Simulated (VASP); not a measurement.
# TiTe2: phonons from a supercell, part 2 of 3

Wanted: whether TiTe2 is dynamically stable, and its vibrational spectrum. The start is a cell from a database of measured crystal structures.

VASP 6.6.1; LDA, no spin polarisation; plane waves and PAW (Te, Ti_sv).

So far. Step 2 (Relax the host): The run ended after 7 ionic steps, 0.081 eV below its first step, once forces and stress met EDIFFG = -0.02. Step 3 (Relax the host again, on a new basis): The start already met the threshold, so nothing moved. The relaxed cell has a = 3.686, c = 6.264 Å (conventional setting).

## Step 4: Tight relaxation

Force constants are second derivatives, so residual forces and stress must first be far smaller than in an ordinary relaxation. Smearing, mesh and cutoff differ from the relaxation before, which can move the cell too.

Contents of INCAR:

```
SYSTEM = TiTe2
PREC = Accurate
ENCUT = 350
EDIFF = 1E-08
NELM = 120
ISMEAR = 1
SIGMA = 0.2
LREAL = .FALSE.
ALGO = Fast
GGA = CA
NBANDS = 18
LASPH = .TRUE.
LORBIT = 11
LWAVE = .FALSE.
LCHARG = .FALSE.
KPAR = 4
IBRION = 1
NSW = 30
ISIF = 3
EDIFFG = -0.002
POTIM = 0.4
```

Contents of POSCAR:

```
TiTe2
1.0
    3.6860730540      0.0000000000      0.0000000000
   -1.8430365270      3.1922329050      0.0000000000
    0.0000000000      0.0000000000      6.2643837595
Te Ti
2 1
Direct
    0.3333333333      0.6666666667      0.7305460205
    0.6666666667      0.3333333333      0.2694539795
    0.0000000000      0.0000000000      0.0000000000
```

Contents of KPOINTS:

```
Automatic mesh
0
Gamma
10 10 6
0 0 0
```

The projector-augmented-wave data sets are Te and Ti_sv (LDA family, release 64).

Run with:

```bash
$ mpirun -np 4 vasp_std
```

Log:

```text
[... set-up lines as in an earlier step ...]
 entering main loop
       N       E                     dE             d eps       ncg     rms          rms(c)
DAV:   1     0.146905987863E+03    0.14691E+03   -0.89297E+03  2616   0.949E+02
DAV:   2    -0.821372499635E+01   -0.15512E+03   -0.15170E+03  2928   0.269E+02
DAV:   3    -0.199173678242E+02   -0.11704E+02   -0.11360E+02  3872   0.735E+01
DAV:   4    -0.202721785635E+02   -0.35481E+00   -0.35286E+00  3308   0.120E+01
DAV:   5    -0.202839072194E+02   -0.11729E-01   -0.11725E-01  3856   0.208E+00    0.125E+01
RMM:   6    -0.199354550226E+02    0.34845E+00   -0.13018E+01  3041   0.279E+01    0.861E+00
RMM:   7    -0.184450583195E+02    0.14904E+01   -0.19133E+00  2993   0.137E+01    0.480E+00
RMM:   8    -0.183812066178E+02    0.63852E-01   -0.97320E-01  3102   0.693E+00    0.182E+00
RMM:   9    -0.183437140307E+02    0.37493E-01   -0.22683E-01  3083   0.475E+00    0.875E-01
RMM:  10    -0.183340039193E+02    0.97101E-02   -0.50390E-02  3542   0.151E+00    0.257E-01
RMM:  11    -0.183369578821E+02   -0.29540E-02   -0.28561E-02  3663   0.888E-01    0.177E-01
RMM:  12    -0.183382549987E+02   -0.12971E-02   -0.14314E-02  3597   0.642E-01    0.737E-02
RMM:  13    -0.183392513256E+02   -0.99633E-03   -0.10064E-02  3894   0.438E-01    0.943E-02
RMM:  14    -0.183397809502E+02   -0.52962E-03   -0.50472E-03  3714   0.321E-01    0.180E-01
RMM:  15    -0.183400650426E+02   -0.28409E-03   -0.33650E-03  3926   0.254E-01    0.131E-01
RMM:  16    -0.183402518031E+02   -0.18676E-03   -0.20683E-03  3958   0.193E-01    0.115E-01
RMM:  17    -0.183403687790E+02   -0.11698E-03   -0.12989E-03  3973   0.147E-01    0.112E-01
RMM:  18    -0.183404561101E+02   -0.87331E-04   -0.88276E-04  3915   0.112E-01    0.136E-01
RMM:  19    -0.183404641221E+02   -0.80120E-05   -0.48902E-04  3680   0.125E-01    0.384E-02
RMM:  20    -0.183404994115E+02   -0.35289E-04   -0.38948E-04  3757   0.797E-02    0.258E-02
RMM:  21    -0.183405201438E+02   -0.20732E-04   -0.22143E-04  3878   0.559E-02    0.324E-02
 num prob  num prob RMM:  22    -0.183405352966E+02   -0.15153E-04   -0.16487E-04  3785   0.432E-02    0.346E-02
 num prob RMM:  23    -0.183405441485E+02   -0.88519E-05   -0.10092E-04  3668   0.361E-02    0.309E-02
 num prob  num prob  num prob RMM:  24    -0.183405511399E+02   -0.69914E-05   -0.77789E-05  3697   0.294E-02    0.275E-02
 num prob  num prob  num prob  num prob  num prob  num prob  num prob  num prob  num prob  num prob RMM:  25    -0.183405553636E+02   -0.42237E-05   -0.48321E-05  3530   0.231E-02    0.263E-02
 num prob  num prob  num prob  num prob  num prob  num prob  num prob  num prob  num prob  num prob  num prob  num prob  num prob  num prob  num prob  num prob  num prob  num prob  num prob RMM:  26    -0.183405587387E+02   -0.33750E-05   -0.36512E-05  3428   0.182E-02    0.293E-02
 num prob  num prob  num prob  num prob  num prob  num prob  num prob  num prob  num prob  num prob  num prob  num prob  num prob  num prob  num prob RMM:  27    -0.183405607403E+02   -0.20016E-05   -0.23950E-05  3447   0.151E-02    0.288E-02
 num prob  num prob  num prob  num prob WARNING in EDDRMM: call to ZHEGV failed, returncode =   8  4      2
 num prob  num prob  num prob  num prob  num prob  num prob  num prob  num prob  num prob  num prob  num prob RMM:  28    -0.183405621045E+02   -0.13642E-05   -0.17962E-05  3356   0.130E-02    0.267E-02
 num prob  num prob  num prob  num prob RMM:  29    -0.183405627032E+02   -0.59877E-06   -0.11327E-05  3414   0.125E-02    0.207E-02
 num prob  num prob  num prob  num prob  num prob  num prob RMM:  30    -0.183405631958E+02   -0.49254E-06   -0.97153E-06  3523   0.123E-02    0.124E-02
 num prob  num prob  num prob  num prob  num prob  num prob  num prob  num prob  num prob  num prob  num prob  num prob  num prob  num prob  num prob  num prob  num prob  num prob  num prob  num prob  num prob  num prob  num prob RMM:  31    -0.183405635749E+02   -0.37908E-06   -0.52670E-06  3190   0.853E-03    0.830E-03
 num prob  num prob  num prob  num prob  num prob  num prob  num prob  num prob  num prob  num prob  num prob  num prob  num prob  num prob  num prob  num prob RMM:  32    -0.183405639115E+02   -0.33663E-06   -0.46952E-06  3294   0.738E-03    0.536E-03
 num prob  num prob  num prob  num prob  num prob  num prob  num prob  num prob  num prob  num prob  num prob  num prob  num prob  num prob  num prob  num prob  num prob  num prob  num prob  num prob  num prob  num prob  num prob  num prob  num prob  num prob  num prob  num prob  num prob  num prob  num prob  num prob  num prob  num prob  num prob RMM:  33    -0.183405641032E+02   -0.19174E-06   -0.25984E-06  3091   0.609E-03    0.322E-03
 num prob  num prob  num prob  num prob  num prob  num prob  num prob WARNING in EDDRMM: call to ZHEGV failed, returncode =   6  3      9
 num prob  num prob  num prob  num prob  num prob  num prob  num prob  num prob  num prob RMM:  34    -0.183405642994E+02   -0.19613E-06   -0.24988E-06  3260   0.590E-03    0.294E-03
 num prob  num prob  num prob  num prob  num prob  num prob  num prob  num prob  num prob  num prob  num prob  num prob  num prob  num prob  num prob  num prob  num prob  num prob  num prob  num prob  num prob  num prob  num prob  num prob  num prob  num prob  num prob  num prob  num prob  num prob  num prob  num prob  num prob  num prob  num prob  num prob  num prob  num prob  num prob  num prob  num prob  num prob  num prob  num prob  num prob  num prob  num prob  num prob  num prob  num prob  num prob  num prob RMM:  35    -0.183405644045E+02   -0.10519E-06   -0.12559E-06  2864   0.446E-03    0.354E-03
 num prob  num prob  num prob  num prob  num prob  num prob  num prob  num prob  num prob  num prob  num prob  num prob  num prob WARNING in EDDRMM: call to ZHEGV failed, returncode =   8  4      6
 num prob  num prob  num prob  num prob WARNING in EDDRMM: call to ZHEGV failed, returncode =   6  3      7
 num prob  num prob WARNING in EDDRMM: call to ZHEGV failed, returncode =   8  4      7
 num prob  num prob  num prob  num prob  num prob  num prob  num prob RMM:  36    -0.183405645217E+02   -0.11720E-06   -0.13636E-06  3203   0.438E-03    0.329E-03
 num prob  num prob  num prob  num prob  num prob  num prob  num prob  num prob  num prob  num prob  num prob  num prob  num prob  num prob  num prob  num prob  num prob  num prob  num prob  num prob  num prob  num prob  num prob  num prob  num prob  num prob  num prob  num prob  num prob  num prob  num prob WARNING in EDDRMM: call to ZHEGV failed, returncode =   6  3     10
 num prob  num prob  num prob  num prob  num prob RMM:  37    -0.183405645661E+02   -0.44382E-07   -0.75244E-07  3097   0.397E-03    0.175E-03
[...]
num prob  num prob  num prob  num prob  num prob  num prob  num prob  num prob  num prob  num prob  num prob  num prob  num prob  num prob  num prob  num prob  num prob  num prob  num prob  num prob  num prob  num prob  num prob  num prob  num prob  num prob  num prob  num prob  num prob  num prob  num prob  num prob  num prob  num prob  num prob  num prob  num prob RMM:  15    -0.183425139645E+02   -0.12239E-06   -0.14644E-06  2714   0.456E-03    0.579E-03
 num prob  num prob  num prob  num prob  num prob  num prob  num prob  num prob  num prob  num prob  num prob  num prob  num prob  num prob  num prob  num prob  num prob  num prob  num prob  num prob  num prob  num prob  num prob  num prob  num prob  num prob  num prob RMM:  16    -0.183425140022E+02   -0.37705E-07   -0.99545E-07  2886   0.433E-03    0.450E-03
 num prob  num prob  num prob  num prob  num prob  num prob  num prob  num prob  num prob  num prob  num prob  num prob  num prob  num prob  num prob  num prob  num prob  num prob  num prob  num prob  num prob  num prob  num prob  num prob  num prob  num prob  num prob  num prob  num prob  num prob  num prob  num prob  num prob  num prob  num prob  num prob  num prob  num prob  num prob  num prob  num prob  num prob  num prob  num prob  num prob  num prob  num prob RMM:  17    -0.183425140533E+02   -0.51063E-07   -0.69628E-07  2644   0.349E-03    0.420E-03
 num prob  num prob  num prob  num prob  num prob  num prob  num prob  num prob  num prob  num prob  num prob  num prob  num prob  num prob  num prob  num prob  num prob  num prob  num prob  num prob  num prob  num prob  num prob  num prob  num prob  num prob  num prob  num prob  num prob  num prob  num prob  num prob  num prob  num prob  num prob  num prob  num prob  num prob  num prob  num prob  num prob  num prob  num prob  num prob  num prob  num prob RMM:  18    -0.183425140684E+02   -0.15119E-07   -0.49238E-07  2670   0.323E-03    0.348E-03
 num prob  num prob  num prob  num prob  num prob  num prob  num prob  num prob  num prob  num prob  num prob  num prob  num prob  num prob  num prob  num prob  num prob  num prob  num prob  num prob  num prob  num prob  num prob  num prob  num prob  num prob  num prob  num prob  num prob  num prob  num prob  num prob  num prob  num prob  num prob  num prob  num prob  num prob  num prob  num prob  num prob  num prob  num prob  num prob  num prob  num prob  num prob  num prob  num prob  num prob RMM:  19    -0.183425140870E+02   -0.18544E-07   -0.33662E-07  2288   0.271E-03    0.332E-03
 num prob  num prob  num prob  num prob  num prob  num prob  num prob  num prob  num prob  num prob  num prob  num prob  num prob  num prob  num prob  num prob  num prob  num prob  num prob  num prob  num prob  num prob  num prob  num prob  num prob  num prob  num prob  num prob  num prob  num prob  num prob  num prob  num prob  num prob  num prob  num prob  num prob  num prob  num prob  num prob  num prob  num prob  num prob  num prob  num prob  num prob  num prob  num prob  num prob  num prob  num prob  num prob  num prob RMM:  20    -0.183425141053E+02   -0.18301E-07   -0.25906E-07  2219   0.249E-03    0.330E-03
 num prob  num prob  num prob  num prob  num prob  num prob  num prob  num prob  num prob  num prob  num prob  num prob  num prob  num prob  num prob  num prob  num prob  num prob  num prob  num prob  num prob  num prob  num prob  num prob  num prob  num prob  num prob  num prob  num prob  num prob  num prob  num prob  num prob  num prob  num prob  num prob  num prob  num prob  num prob  num prob  num prob  num prob  [...]
 num prob  num prob  num prob  num prob  num prob  num prob  num prob  num prob  num prob  num prob  num prob  num prob  num prob  num prob  num prob  num prob  num prob  num prob  num prob  num prob  num prob  num prob  num prob  num prob  num prob  num prob  num prob  num prob  num prob  num prob  num prob  num prob  num prob  num prob  num prob  num prob  num prob  num prob  num prob  num prob  num prob  num prob  num prob  num prob  num prob  num prob  num prob  num prob  num prob  num prob  num prob  num prob  num prob  num prob RMM:  22    -0.183425141096E+02    0.98275E-08   -0.13969E-07  2390   0.227E-03    0.281E-03
 num prob  num prob  num prob  num prob  num prob  num prob  num prob  num prob  num prob  num prob  num prob  num prob  num prob  num prob  num prob  num prob  num prob  num prob  num prob  num prob  num prob  num prob  num prob  num prob  num prob  num prob  num prob  num prob  num prob  num prob  num prob  num prob  num prob  num prob  num prob  num prob  num prob  num prob  num prob  num prob  num prob  num prob  num prob  num prob  num prob  num prob  num prob  num prob  num prob RMM:  23    -0.183425140633E+02    0.46290E-07   -0.14755E-07  2606   0.274E-03    0.116E-03
 num prob  num prob  num prob  num prob  num prob  num prob  num prob  num prob  num prob  num prob  num prob  num prob  num prob  num prob  num prob  num prob  num prob  num prob  num prob  num prob  num prob  num prob  num prob  num prob  num prob  num prob  num prob  num prob  num prob  num prob  num prob  num prob  num prob  num prob  num prob  num prob  num prob  num prob  num prob  num prob  num prob  num prob  [...]
 num prob  num prob  num prob  num prob  num prob  num prob  num prob  num prob  num prob  num prob  num prob  num prob  num prob  num prob  num prob  num prob  num prob  num prob  num prob  num prob  num prob  num prob  num prob  num prob  num prob  num prob  num prob  num prob  num prob  num prob  num prob  num prob  num prob  num prob  num prob  num prob  num prob  num prob  num prob  num prob  num prob  num prob  [...]
   2 F= -.18342514E+02 E0= -.18343132E+02  d E =-.194940E-02
[...]
WARNING in EDDRMM: call to ZHEGV failed, returncode =   6  3      7
[...]
num prob  num prob  num prob WARNING in EDDRMM: call to ZHEGV failed, returncode =   6  3      7
[...]
num prob  num prob  num prob  num prob  num prob WARNING in EDDRMM: call to ZHEGV failed, returncode =   8  4     10
[...]
WARNING in EDDRMM: call to ZHEGV failed, returncode =   6  3      8
WARNING in EDDRMM: call to ZHEGV failed, returncode =   8  4     10
[...]
num prob  num prob  num prob  num prob  num prob  num prob  num prob  num prob  num prob  num prob  num prob  num prob  num prob  num prob  num prob  num prob  num prob  num prob  num prob  num prob  num prob  num prob  num prob  num prob  num prob  num prob  num prob  num prob  num prob  num prob  num prob  num prob  num prob  num prob  num prob  num prob  num prob  num prob  num prob  num prob  num prob  num prob  num prob WARNING in EDDRMM: call to ZHEGV failed, returncode =   8  4     10
[... from here on, the cycles between the ionic steps are left out ...]
   3 F= -.18343225E+02 E0= -.18343905E+02  d E =-.710997E-03
   4 F= -.18343525E+02 E0= -.18344318E+02  d E =-.300092E-03
 BRION: g(F)=  0.399E-06 g(S)=  0.367E-06 retain N=  2 mean eig= 1.42
 eig:   1.419  1.419
 bond charge predicted
       N       E                     dE             d eps       ncg     rms          rms(c)
DAV:   1    -0.183435272615E+02   -0.21324E-05   -0.76327E-05  3074   0.974E-02    0.872E-03
RMM:   2    -0.183435262308E+02    0.10307E-05   -0.28107E-06  2892   0.126E-02    0.570E-03
RMM:   3    -0.183435260380E+02    0.19282E-06   -0.92941E-07  3002   0.917E-03    0.388E-03
RMM:   4    -0.183435257290E+02    0.30892E-06   -0.39298E-07  3050   0.496E-03    0.511E-04
 num prob  num prob  num prob  num prob  num prob  num prob  num prob  num prob  num prob  num prob  num prob  num prob  num prob  num prob  num prob  num prob  num prob  num prob  num prob  num prob  num prob  num prob  num prob  num prob  num prob  num prob  num prob  num prob  num prob RMM:   5    -0.183435257322E+02   -0.31582E-08   -0.38028E-08  2775   0.210E-03
   5 F= -.18343526E+02 E0= -.18344314E+02  d E =-.599267E-06
 BRION: g(F)=  0.136E-07 g(S)=  0.672E-07 retain N=  2 mean eig= 4.11
 eig:   1.339  6.873
 reached required accuracy - stopping structural energy minimisation
```

It took 71 s on 4 MPI ranks of Intel Xeon Platinum 8488C (Sapphire Rapids), shared host; peak memory 0.71 GiB.

OUTCAR, selected parts (step 4):

```text
The static configuration has the point symmetry D_3d.

 Found     72 irreducible k-points:

   k-points           NKPTS =     72   k-points in BZ     NKDIM =     72   number of bands    NBANDS=     18

   ENCUT  =  350.0 eV  25.72 Ry    5.07 a.u.   5.62  5.62  9.56*2*pi/ulx,y,z

   NELECT =      24.0000    total number of electrons

 E-fermi :   7.7674

 k-point     1 :       0.0000    0.0000    0.0000
  band No.  band energies     occupation
    ...
      5      -5.1530      2.00000
      6      -3.3698      2.00000
      7       2.0402      2.00000
      8       6.1279      2.00000
      9       6.1279      2.00000
     10       7.9823     -0.06249
     11       8.2028     -0.00866
     12       8.2028     -0.00866
     13       8.5885     -0.00000
     14       9.1432     -0.00000
    ...

 k-point     2 :       0.1000    0.0000    0.0000
  band No.  band energies     occupation
    ...
      6      -3.3039      2.00000
      7       2.1892      2.00000
      8       5.8152      2.00000
      9       6.1457      2.00000
     10       7.5211      2.07090
     11       7.9044      0.09081
     12       8.0107     -0.07089
     13       8.4302     -0.00003
     14       8.9327     -0.00000
     15       9.2198     -0.00000
    ...

  Total        0.0013230      0.0013230      0.0013123      0.0000000     -0.0000000      0.0000000
  in kB        0.0288483      0.0288483      0.0286155      0.0000000     -0.0000000      0.0000000
  external PRESSURE =       0.0287707 kB  Pullay stress =       0.0000000 kB

  energy-cutoff  :      350.00
  volume of cell :       73.48
      direct lattice vectors                 reciprocal lattice vectors
     3.664453178 -0.000000000  0.000000000     0.272892012  0.157554276  0.000000000
    -1.832226589  3.173509543 -0.000000000     0.000000000  0.315108553  0.000000000
     0.000000000 -0.000000000  6.318186884    -0.000000000  0.000000000  0.158273254

 POSITION                                       TOTAL-FORCE (eV/Angst)
 -----------------------------------------------------------------------------------
     -0.00000      2.11567      4.60886        -0.000000     -0.000000      0.000420
      1.83223      1.05784      1.70932         0.000000      0.000000     -0.000420
      0.00000     -0.00000      0.00000         0.000000      0.000000     -0.000000
 -----------------------------------------------------------------------------------
    total drift:                                0.000000      0.000000      0.000000

  FREE ENERGIE OF THE ION-ELECTRON SYSTEM (eV)
  ---------------------------------------------------
  free  energy   TOTEN  =       -18.3435257322 eV

  energy  without entropy=      -18.3458910260  energy(sigma->0) =      -18.34431416

 total charge
# of ion       s       p       d       tot
------------------------------------------
    1        1.390   2.013   0.050   3.453
    2        1.390   2.013   0.050   3.453
    3        2.171   6.135   1.961  10.266
--------------------------------------------------
tot          4.950  10.161   2.061  17.172

[... 5 parts as in an earlier step ...]

[... 6 further parts left out ...]
```

CONTCAR:

```
TiTe2
   1.00000000000000
     3.6644531781878573   -0.0000000000000000    0.0000000000000000
    -1.8322265890939287    3.1735095433194798   -0.0000000000000000
     0.0000000000000000   -0.0000000000000000    6.3181868839878197
  Te              Ti
     2     1
Direct
     0.3333333332999970    0.6666666667000030    0.7294599445699216
     0.6666666667000030    0.3333333332999970    0.2705400554300784
     0.0000000000000000    0.0000000000000000    0.0000000000000000
```

The steps of the relaxation:

```csv
step,energy less that of the first step (eV),largest force (eV/Å),pressure (GPa),volume (Å³)
1,0.0000,0.0997,0.11,73.71
2,-0.0019,0.0194,-0.22,73.85
3,-0.0027,0.0339,0.06,73.53
4,-0.0030,0.0023,0.00,73.47
5,-0.0030,0.0004,0.00,73.48
```

```csv
"conventional cell, symmetrised",before,after,change
a (Å),3.686,3.664,-0.6 %
b (Å),3.686,3.664,-0.6 %
c (Å),6.264,6.318,+0.9 %
volume (Å³/atom),24.57,24.49,-0.3 %
```

The relaxed structure:

```xyz
3
Lattice="3.6645 0.0000 0.0000 -1.8322 3.1735 0.0000 0.0000 0.0000 6.3182" Properties=species:S:1:pos:R:3 pbc="T T T"
Te    0.0000    2.1157    4.6089
Te    1.8322    1.0578    1.7093
Ti    0.0000    0.0000    0.0000
```

Numbers from this step:

- electronic cycles: 124
- Fermi energy: 7.767 eV
- pressure: 0.002877 GPa

The run ended after 5 ionic steps, 0.003 eV below its first step, once forces and stress met EDIFFG = -0.002.

(Part 2 of 3 ends here.)

[Lines on the potential files, build, host, timing and source positions are cut from VASP's logs without a mark.]

[Logs are printed without paths, hosts, clocks, repeated set-up lines and the standing remarks that a program may print on its own settings, such as how far it seeks lower states.]

[Hosts, paths, dates, database ids (printed as entryN), source tags and the programs' standing remarks are cut or masked in the printed files.]

[Runs that stopped without an error message from VASP are left out.]
